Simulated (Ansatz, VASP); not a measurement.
# Cross-check of Ti (Titanium) between VASP and Ansatz

One calculation is typed for both programs; each brings its own data sets and cutoff. How far apart do they land? The cell is a member of a volume series, scaled by 1.06 from a relaxed one, so a pressure remains.

Main program and level: Ansatz 0.2.0; plane waves, with VASP 6.6.1 beside it; single point at LDA and electric field gradients at LDA.

### 1. Starting point

Symmetry: P6_3/mmc, No. 194, hexagonal system. The conventional cell has a = 2.916 Å, b = 2.916 Å, c = 4.599 Å, α = 90.00°, β = 90.00°, γ = 120.00°. Ti has 12 Ti at 2.85 to 2.92 Å nearest.

Coordinates:

```xyz
2
Lattice="2.9161 0.0000 0.0000 -1.4580 2.5254 0.0000 0.0000 0.0000 4.5988" Properties=species:S:1:pos:R:3 pbc="T T T"
Ti    0.0000    1.6836    1.1497
Ti    1.4580    0.8418    3.4491
```

### 2. VASP: single point, LDA, volume scaled by 1.06

With cell and atoms fixed, the geometry can't cause a difference; cores, projectors, grids and the points listed under the comparison can.

Lines of VASP's logs that name or quote its potential files are left out, and so is its time.

File INCAR:

```
SYSTEM = Ti
PREC = Accurate
ENCUT = 400
EDIFF = 1E-06
NELM = 100
ISMEAR = 1
SIGMA = 0.2
LREAL = .FALSE.
ALGO = Normal
GGA = CA
NBANDS = 18
LASPH = .TRUE.
LORBIT = 11
LWAVE = .FALSE.
LCHARG = .FALSE.
KPAR = 2
ISIF = 2
```

File POSCAR:

```
Ti
1.0
    2.9160646384      0.0000000000      0.0000000000
   -1.4580323191      2.5253860560      0.0000000000
    0.0000000000      0.0000000000      4.5988009982
Ti
2
Direct
    0.3333333333      0.6666666667      0.2500000000
    0.6666666667      0.3333333333      0.7500000000
```

File KPOINTS:

```
Automatic mesh
0
Gamma
8 8 4
0 0 0
```

PAW data sets: Ti_sv (LDA family, release 64).

Run with:

```sh
$ mpirun -np 2 vasp_std
```

Numbers of over 12 decimals in the logs are rounded to 6 here.

What it wrote:

```text
[banner, memory and clock lines left out]
running    2 mpi-ranks, on    1 nodes
 distrk:  each k-point on    1 cores,    2 groups
 distr:  one band on    1 cores,    1 groups

 POSCAR found type information on POSCAR Ti
 POSCAR found :  1 types and       2 ions
 LDA part: xc-table for (Slater(with rela. corr.)+CA(PZ))
 , standard interpolation
 POSCAR, INCAR and KPOINTS ok, starting setup
 FFT: planning ... GRIDC
 FFT: planning ... GRID_SOFT
 FFT: planning ... GRID
 WAVECAR not read
 entering main loop
       N       E                     dE             d eps       ncg     rms          rms(c)
DAV:   1     0.229218508060E+03    0.22922E+03   -0.11472E+04  1080   0.140E+03
DAV:   2     0.868705755065E+01   -0.22053E+03   -0.21764E+03  1118   0.412E+02
DAV:   3    -0.181358138737E+02   -0.26823E+02   -0.26560E+02  2054   0.118E+02
DAV:   4    -0.191169408817E+02   -0.98113E+00   -0.98078E+00  1238   0.234E+01
DAV:   5    -0.191622619739E+02   -0.45321E-01   -0.45314E-01  1646   0.351E+00    0.119E+01
DAV:   6    -0.170879099067E+02    0.20744E+01   -0.76521E+00  1266   0.282E+01    0.300E+00
DAV:   7    -0.170572149066E+02    0.30695E-01   -0.73790E-01  1624   0.616E+00    0.198E+00
DAV:   8    -0.170748852657E+02   -0.17670E-01   -0.19859E-01  1216   0.568E+00    0.707E-01
DAV:   9    -0.170665140659E+02    0.83712E-02   -0.45346E-02  1274   0.234E+00    0.522E-02
DAV:  10    -0.170668112319E+02   -0.29717E-03   -0.23053E-03  1550   0.311E-01    0.861E-02
DAV:  11    -0.170668492497E+02   -0.38018E-04   -0.19371E-04  1268   0.107E-01    0.316E-02
DAV:  12    -0.170668413605E+02    0.78892E-05   -0.32217E-05  1314   0.445E-02    0.426E-03
DAV:  13    -0.170668416158E+02   -0.25524E-06   -0.12177E-06   878   0.108E-02
   1 F= -.17066842E+02 E0= -.17071557E+02  d E =0.141461E-01
```

From OUTCAR (step 2):

```text
ion  position               nearest neighbor table
   1  0.333  0.667  0.250-   2 2.85   2 2.85   2 2.85   2 2.85   2 2.85   2 2.85
   2  0.667  0.333  0.750-   1 2.85   1 2.85   1 2.85   1 2.85   1 2.85   1 2.85

  LATTYP: Found a hexagonal cell.
 ALAT       =     2.9160646384
 C/A-ratio  =     1.5770572907

 Subroutine GETGRP returns: Found 24 space group operations
 (whereof 12 operations were pure point group operations)

The static configuration has the point symmetry D_3d.
 The point group associated with its full space group is D_6h.

 Found     30 irreducible k-points:

   k-points           NKPTS =     30   k-points in BZ     NKDIM =     30   number of bands    NBANDS=     18

   dimension x,y,z NGX =    20 NGY =   20 NGZ =   30
   dimension x,y,z NGXF=    40 NGYF=   40 NGZF=   60

   ENCUT  =  400.0 eV  29.40 Ry    5.42 a.u.   4.76  4.76  7.50*2*pi/ulx,y,z

   NELECT =      24.0000    total number of electrons

 k-points in reciprocal lattice and weights: Automatic mesh
   0.00000000  0.00000000  0.00000000       0.004
   0.12500000  0.00000000  0.00000000       0.023
   0.25000000  0.00000000  0.00000000       0.023
   0.37500000  0.00000000  0.00000000       0.023
   0.50000000  0.00000000  0.00000000       0.012
   0.12500000  0.12500000  0.00000000       0.023
   0.25000000  0.12500000  0.00000000       0.047
   0.37500000  0.12500000  0.00000000       0.047
   0.25000000  0.25000000  0.00000000       0.023
[...]
0.25000000  0.25000000  0.50000000       0.023
   0.37500000  0.25000000  0.50000000       0.023

 average (electrostatic) potential at core
       1 -72.2603       2 -72.2603

 E-fermi :   8.4141

 k-point     1 :       0.0000    0.0000    0.0000
  band No.  band energies     occupation
    ...
      6     -23.9727      2.00000
      7     -23.9467      2.00000
      8     -23.9467      2.00000
      9       2.2091      2.00000
     10       5.6388      2.00000
     11       9.1158     -0.00001
     12       9.1158     -0.00001
     13       9.2794     -0.00000
     14       9.3568     -0.00000
     15       9.6398     -0.00000
    ...

 k-point     2 :       0.1250    0.0000    0.0000
  band No.  band energies     occupation
    ...
      6     -24.0249      2.00000
      7     -23.9894      2.00000
      8     -23.9565      2.00000
      9       2.6512      2.00000
     10       5.9742      2.00000
     11       8.5557      0.07474
     12       8.5579      0.06733
     13       9.4091     -0.00000
     14       9.4317     -0.00000
     15       9.7157     -0.00000
    ...

 k-point     3 :       0.2500    0.0000    0.0000
  band No.  band energies     occupation
    ...
      8     -23.9830      2.00000
      9       3.8332      2.00000
     10       6.5759      2.00000
     11       7.4584      2.00000
     12       7.9102      2.00212
     13       9.0883     -0.00002
     14       9.2859     -0.00000
     15       9.4304     -0.00000
     16      10.2865     -0.00000
     17      10.4062     -0.00000
    ...

  Total       -1.4253169     -1.4253169     -1.4780743     -0.0000000     -0.0000000      0.0000000
  in kB      -67.4298959    -67.4298959    -69.9257800     -0.0000000     -0.0000000      0.0000000
  external PRESSURE =     -68.2618573 kB  Pullay stress =       0.0000000 kB

  energy-cutoff  :      400.00
  volume of cell :       33.87
      direct lattice vectors                 reciprocal lattice vectors
     2.916064638  0.000000000  0.000000000     0.342927927  0.197989531  0.000000000
    -1.458032319  2.525386056  0.000000000     0.000000000  0.395979061  0.000000000
     0.000000000  0.000000000  4.598800998     0.000000000  0.000000000  0.217447983

 POSITION                                       TOTAL-FORCE (eV/Angst)
 -----------------------------------------------------------------------------------
     -0.00000      1.68359      1.14970         0.000000      0.000000      0.000000
      1.45803      0.84180      3.44910        -0.000000      0.000000      0.000000
 -----------------------------------------------------------------------------------
    total drift:                               -0.000000      0.000000     -0.000000

  FREE ENERGIE OF THE ION-ELECTRON SYSTEM (eV)
  ---------------------------------------------------
  free  energy   TOTEN  =       -17.0668416158 eV

  energy  without entropy=      -17.0809876863  energy(sigma->0) =      -17.07155697

 total charge
# of ion       s       p       d       tot
------------------------------------------
    1        2.255   6.122   1.928  10.305
    2        2.255   6.122   1.928  10.305
--------------------------------------------------
tot          4.510  12.245   3.855  20.610

[... 3 further parts left out ...]
```

The scan keeps the cell's shape and the fractional positions fixed.

### 3. Ansatz: single point, LDA, volume scaled by 1.06

Ansatz runs on its default PAW (the set named soft_2) files.

The same cell, functional (in two slightly different forms), mesh and smearing now go to Ansatz, which takes its cutoff from its data sets.

File input.yaml:

```yaml
crystal:
  lattice:
    - [2.9160646384, 0.0, 0.0]
    - [-1.4580323191, 2.525386056, 0.0]
    - [0.0, 0.0, 4.5988009982]
  atoms:
    - { symbol: Ti, position: [0.3333333333, 0.6666666667, 0.25] }
    - { symbol: Ti, position: [0.6666666667, 0.3333333333, 0.75] }
hamiltonian:
  xc: lda
  pseudopotentials: { kind: paw }
kpoints:
  mp_grid: { grid: [8, 8, 4] }
scf:
  occupations: { method: methfessel_paxton, width: 0.2 }
  n_extra_bands: 4
output:
  forces: true
  stress: true
  eigenvalues: true
  write_density: true
  write_potential: true
  elf: true
  volumetric_format: npy
```

Run with:

```sh
$ ansatz run input.yaml --threads 2 --pin off --max-ram 4608MiB --backend cpu --events-out ev --progress --plain --runs-dir out
```

What it wrote:

```text
scf.n_extra_bands = 4 over 12 filled bands (N_el = 24.0): the run solves 16 bands
Engine: ansatz 0.2.0, x86_64-unknown-linux-gnu
Pseudopotentials: kind: paw
Pseudopotential: Ti, paw, valence charge 12, recommended cutoff 420 eV (normal), Ti.paw.azcp
Functional definition: SPW92
  exchange = slater_x
  correlation = pw_c
Crystal: 2 atoms, lattice volume = 33.866 Å³
Basis set: ecut = 420 eV, 639 PW (Γ)
Bands: 16, of which v1, the nominal top of the filled ones, is band 12 counted from 1 (11 counted from 0)
Symmetry: 24 space group operations
Space group: P63/mmc (ITA 194), of the structure as read, at distance tolerance 3.2e-5 Å
k-points: 30 of 256
Non-local potential: Ti, projectors of the file, l = 0: 3, l = 1: 2, l = 2: 3, l = 3: 1
PAW form: soft (Blöchl's): semilocal exchange-correlation on the pseudo side does not see the compensation charge
PAW frozen core: Ti, regenerated for the run's functional, and the local potential with it (the file was generated under x = pbe(κ = 0.804, μ = 0.219515), c = pbe(β = 0.066725))
PAW one-centre angular grid: Ti, 590 points (default); XC on 64 Gauss nodes
Initial density: superposition of atomic densities (neutral atoms: chi_scale 0, normalization atom), corrected by the library's trained network
Initial wavefunctions: pseudopotential atomic-orbital guess
Functional: x = slater, c = lda
SCF iter   1: F=—  HF=-4900.585908 eV  |F-HF|=—  |Δ(HF+E_count)|=         —  Δρ=6.93e-3  dr2=7.01e-3  ethr=1.77e-3  ⟨swp⟩=3.3  Hψ=1770  notcnv=0
preconditioner: auto → none  [metal: Δε(μ)=0.092 eV  Ē_g=2.865 eV  σ=0.200 eV  W_gap=0.37  n_scr=8 (ndim 8)  ℏωp=18.0 eV  f_vac=0.000  D(μ)=1.45/eV (n_scr^D=10)  sad-step TF]
SCF iter   2: F=—  HF=-4900.584189 eV  |F-HF|=—  |Δ(HF+E_count)|=   1.72e-3  S|Δr|=    0.00e0  Δρ=3.36e-3  dr2=1.47e-3  ethr=2.92e-5  ⟨swp⟩=1.4  Hψ=791  notcnv=0
SCF iter   3: F=—  HF=-4900.584075 eV  |F-HF|=—  |Δ(HF+E_count)|=   1.14e-4  S|Δr|=    0.00e0  Δρ=4.62e-4  dr2=2.68e-5  ethr=6.13e-6  ⟨swp⟩=2.4  Hψ=708  notcnv=0
SCF iter   4: F=—  HF=-4900.584077 eV  |F-HF|=—  |Δ(HF+E_count)|=   2.53e-6  S|Δr|=    0.00e0  Δρ=7.56e-5  dr2=1.71e-6  ethr=1.12e-7  ⟨swp⟩=2.6  Hψ=788  notcnv=0
SCF iter   5: F=-4900.584077 eV  HF=-4900.584077 eV  |F-HF|=1.58e-8  |Δ(HF+E_count)|=   4.61e-7  S|Δr|=    0.00e0  Δρ=8.31e-6  dr2=1.78e-8  ethr=4.17e-10  ⟨swp⟩=4.3  Hψ=2698  notcnv=0
SCF 1 converged in 5 iterations: F = -4900.584077 eV  dr2 = 1.78e-8
  greatest PAW one-centre occupation: 0.999 electrons in one spin orbital (limit 2), on the Ti atom at site 1 (counted from 0), in its partial waves of l = 0
SCF converged after 5 iterations
Stability not checked: this state was not tested for a lower state beside it, because cold or Methfessel-Paxton smearing, or corrected tetrahedra, fill the levels in a way that the test cannot read (fill_not_monotonic; see scf.lower_state_search)
Free energy (F): -4900.584077 eV
Harris-Foulkes:  -4900.584077 eV  (|F-HF|=1.58e-8)
Internal energy: -4900.598171 eV  (E = F + TS)
E sigma→0 (E₀):  -4900.587600 eV
Entropy (-TS):   0.014094 eV (7.047 meV/atom)
Fermi energy:    13.514506 eV
--- Per-component energies (eV) ---
  E_band       = -306.721609
  E_kinetic    = 545.402834
  E_local      = -1605.835711  (includes V_loc(G=0)·N_el)
  E_nonlocal   = 24.147420
  E_hartree    = 658.184888
  E_xc         = -193.380174
  E_vxc        = -243.354094  (∫ρ·V_xc dr)
  E_paw        = -1998.035637  (= ΣΔE_a)
  E_vpaw       = -343.446119  (= ΣTr[D̂ρ^β])
  E_aug_tail   = 0.000191  (compensation charges beyond the density's cutoff)
  E_ewald      = -2331.733883
  E_core_change = 0.651901  (= ΣΔE_core)
  E_smearing   = 0.014094  (= −TS)
  E_closure    = 0.000000  (closes the sum)
  Σ components = -4900.584077   (vs F -4900.584077, Δ=0.00e0)
--- Forces (eV/Å), atoms counted from 1 ---
  atom   1  Ti     0.00000000     0.00000000    -0.00000000
  atom   2  Ti    -0.00000000    -0.00000000     0.00000000
  max |Σ_I F_I| component: 3.70e-17 eV/Å
--- Stress (GPa, compression-positive) ---
       -5.921266      -0.000000       0.000000
        0.000000      -5.921266      -0.000000
        0.000000      -0.000000      -6.208880
  P = ⅓ Tr σ = -6.0171 GPa (-60.171 kbar)
--- Band table (eV; the first three rows and the last of 30) ---
  k-point 0: bands = [... 8 lower, 7.2950, 10.7333, 14.2190, 14.2190, 14.3857, 14.4444, 14.7451, 14.7451]
  k-point 1: bands = [... 8 lower, 7.8269, 10.4479, 13.7366, 14.0546, 14.0546, 14.1027, 14.4824, 14.4824]
  k-point 2: bands = [... 8 lower, 9.1896, 9.1896, 13.5726, 13.5726, 14.1115, 14.1115, 14.1115, 14.1115]
  k-point 29: bands = [... 8 lower, 11.7621, 11.7621, 12.7598, 12.7598, 13.2776, 13.2776, 15.1990, 15.1990]
```

Wall time 0.65 s (2 threads of AMD EPYC 7B13 (Zen 3), shared host); peak memory 0.35 GiB.

The run ends at a pressure of -6.02 GPa.

### 4. Side by side

Known differences besides the potentials themselves: the two LDA forms differ slightly; the cutoff is 420 eV in Ansatz and 400 eV in VASP; VASP's log shows a relativistic correction to its local exchange, Ansatz's none. Total energies have different zeros and are not compared.

Both answers:

```tsv
quantity	Ansatz	VASP	difference
pressure (GPa)	-6.02	-6.83	+0.81
```

### 5. VASP: electric field gradients, LDA

Field gradients test the density near the nuclei, where the PAW reconstruction matters most. The cell compared in this pair holds 31.95 Å³, against 33.87 Å³ for the pair before.

Edit INCAR of step 2 so:

```diff
@@ -3,3 +3,3 @@
 ENCUT = 400
-EDIFF = 1E-06
+EDIFF = 1E-07
 NELM = 100
@@ -16,2 +16,2 @@
 KPAR = 2
-ISIF = 2
+LEFG = .TRUE.
```

File POSCAR:

```
Ti
1.0
    2.8599725055      0.0000000000      0.0000000000
   -1.4299862527      2.4768088440      0.0000000000
    0.0000000000      0.0000000000      4.5103404911
Ti
2
Direct
    0.3333333333      0.6666666667      0.2500000000
    0.6666666667      0.3333333333      0.7500000000
```

KPOINTS is that of step 2.

Run with:

```sh
$ mpirun -np 2 vasp_std
```

What it wrote:

```text
[... set-up lines as in an earlier step ...]
 entering main loop
       N       E                     dE             d eps       ncg     rms          rms(c)
DAV:   1     0.232748011925E+03    0.23275E+03   -0.11418E+04  1088   0.143E+03
DAV:   2     0.893843691919E+01   -0.22381E+03   -0.22081E+03  1102   0.417E+02
DAV:   3    -0.180611866021E+02   -0.27000E+02   -0.26765E+02  2046   0.119E+02
DAV:   4    -0.189690474492E+02   -0.90786E+00   -0.90734E+00  1222   0.228E+01
[...]
DAV:  13    -0.170993940836E+02   -0.46499E-06   -0.11095E-06  1328   0.747E-03    0.167E-03
DAV:  14    -0.170993943554E+02   -0.27182E-06   -0.21425E-07   864   0.343E-03    0.855E-05
DAV:  15    -0.170993943650E+02   -0.95356E-08   -0.30734E-08   602   0.147E-03
ion   1
     0.0000000     0.0000000     0.0000000    -1.6504880     0.0000000    -0.0000000
     0.0000422     0.0000000     0.0000000    -1.6504880     0.0000000    -0.0000000
     0.0000581     0.0000000     0.0000000    -1.6504879     0.0000000    -0.0000000
     0.0000800     0.0000000     0.0000000    -1.6504879     0.0000000    -0.0000000
[...]
0.0000000     0.0000001     0.0000000   -20.4517504     0.0000000    -0.0000003
     0.0000422     0.0000001     0.0000000   -20.4515788     0.0000000    -0.0000003
     0.0000581     0.0000001     0.0000000   -20.4514765     0.0000000    -0.0000003
     0.0000800     0.0000001     0.0000000   -20.4513074     0.0000000    -0.0000003
     0.0001102     0.0000001     0.0000000   -20.4510295     0.0000000    -0.0000003

ion   2
     0.0000000     0.0000000    -0.0000000    -1.6504880     0.0000000    -0.0000000
     0.0000422     0.0000000    -0.0000000    -1.6504880     0.0000000    -0.0000000
     0.0000581     0.0000000    -0.0000000    -1.6504879     0.0000000    -0.0000000
     0.0000800     0.0000000    -0.0000000    -1.6504879     0.0000000    -0.0000000
     0.0001102     0.0000000    -0.0000000    -1.6504879     0.0000000    -0.0000000

     0.0000000     0.0000001    -0.0000000   -20.4517504     0.0000000    -0.0000003
     0.0000422     0.0000001    -0.0000000   -20.4515788     0.0000000    -0.0000003
     0.0000581     0.0000001    -0.0000000   -20.4514765     0.0000000    -0.0000003
     0.0000800     0.0000001    -0.0000000   -20.4513074     0.0000000    -0.0000003
     0.0001102     0.0000001    -0.0000000   -20.4510295     0.0000000    -0.0000003

   1 F= -.17099394E+02 E0= -.17103879E+02  d E =0.134550E-01
```

From OUTCAR (step 5):

```text
  Total        0.0011002      0.0011002      0.0003390      0.0000000      0.0000000     -0.0000000
  in kB        0.0551726      0.0551726      0.0170023      0.0000000      0.0000000     -0.0000000
  external PRESSURE =       0.0424492 kB  Pullay stress =       0.0000000 kB

 POSITION                                       TOTAL-FORCE (eV/Angst)
 -----------------------------------------------------------------------------------
     -0.00000      1.65121      1.12759        -0.000000      0.000000      0.000000
      1.42999      0.82560      3.38276         0.000000     -0.000000      0.000000
 -----------------------------------------------------------------------------------
    total drift:                               -0.000000      0.000000     -0.000000

  FREE ENERGIE OF THE ION-ELECTRON SYSTEM (eV)
  ---------------------------------------------------
  free  energy   TOTEN  =       -17.0993943650 eV

  energy  without entropy=      -17.1128493748  energy(sigma->0) =      -17.10387937

[... 1 part as in an earlier step ...]

[... 2 further parts left out ...]
[key lines of the parts left out:]
E-fermi :   9.0659
```

The run ends at a pressure of 0.00 GPa.

### 6. Ansatz: electric field gradients, LDA

The same cell, functional (in two slightly different forms), mesh and smearing now go to Ansatz, which takes its cutoff from its data sets.

The cell is taken from a series of VASP runs on this material, whose earlier steps may have relaxed, scaled or displaced it; both programs get it as it stands.

input.yaml, the sections that differ from step 3:

```yaml
crystal:
  lattice:
    - [2.8599725055, 0.0, 0.0]
    - [-1.4299862527, 2.476808844, 0.0]
    - [0.0, 0.0, 4.5103404911]
  atoms:
    - { symbol: Ti, position: [0.3333333333, 0.6666666667, 0.25] }
    - { symbol: Ti, position: [0.6666666667, 0.3333333333, 0.75] }
output:
  forces: true
  stress: true
  eigenvalues: true
  efg: {}
# hamiltonian, kpoints, scf: as in step 3
```

Run with:

```sh
$ ansatz run input.yaml --threads 2 --pin off --max-ram 4608MiB --backend cpu --events-out ev --progress --plain --runs-dir out
```

What it wrote:

```text
[...]
Crystal: 2 atoms, lattice volume = 31.949 Å³
Basis set: ecut = 420 eV, 615 PW (Γ)
Bands: 16, of which v1, the nominal top of the filled ones, is band 12 counted from 1 (11 counted from 0)
[... 1 set-up line as in the run before ...]
[...]
k-points: 30 of 256
[...]
--- Band table (eV; the first three rows and the last of 30) ---
  k-point 0: bands = [... 8 lower, 8.1420, 11.5411, 15.2007, 15.2007, 15.3865, 15.5886, 15.7739, 15.7739]
  k-point 1: bands = [... 8 lower, 8.7021, 11.3146, 14.7946, 15.0248, 15.0248, 15.0818, 15.4886, 15.4886]
  k-point 2: bands = [... 8 lower, 10.1112, 10.1112, 14.5305, 14.5305, 15.0870, 15.0870, 15.0870, 15.0870]
  k-point 29: bands = [... 8 lower, 12.6096, 12.6096, 13.6547, 13.6547, 14.2683, 14.2683, 16.2650, 16.2650]
[key lines of the parts left out:]
SCF converged after 5 iterations
Free energy (F): -4900.616285 eV
Fermi energy:    14.480047 eV
P = ⅓ Tr σ = 0.9586 GPa (9.586 kbar)
```

It took 0.76 s on 2 threads; peak memory 0.37 GiB.

The run ends at a pressure of 0.96 GPa.

### 7. Differences

What differs besides the data sets and the points named for the pairs above, as far as they apply: Ansatz adds the response of the frozen cores to the gradients, VASP leaves it out. Total energies have different zeros and are not compared.

The two programs side by side:

```tsv
quantity	Ansatz	VASP	difference
pressure (GPa)	0.96	0.00	+0.95
Vzz at Ti1 (V/Å²)	27.6	26.0	+1.6
Vzz at Ti2 (V/Å²)	27.6	26.0	+1.6
```

### 8. What came out

| Item | Value |
| --- | --- |
| difference in pressure (single point, LDA, volume scaled by 1.06) | 0.81 GPa |
| difference in Vzz at Ti1 (electric field gradients, LDA) | 1.6 V/Å² |
| difference in pressure (electric field gradients, LDA) | 0.95 GPa |

The difference in pressure is 0.95 GPa (electric field gradients, LDA), at about the 1 GPa picked in this series as the mark of a large difference. Such differences can come from data sets, numerical settings and the points named under the comparisons, not from the functional's error against experiment.

[Lines on the potential files, build, host, timing and source positions are cut from VASP's logs without a mark.]

[Logs are printed without paths, hosts, clocks, repeated set-up lines and the standing remarks that a program may print on its own settings, such as how far it seeks lower states.]

[Hosts, paths, dates, database ids (printed as entryN), source tags and the programs' standing remarks are cut or masked in the printed files.]
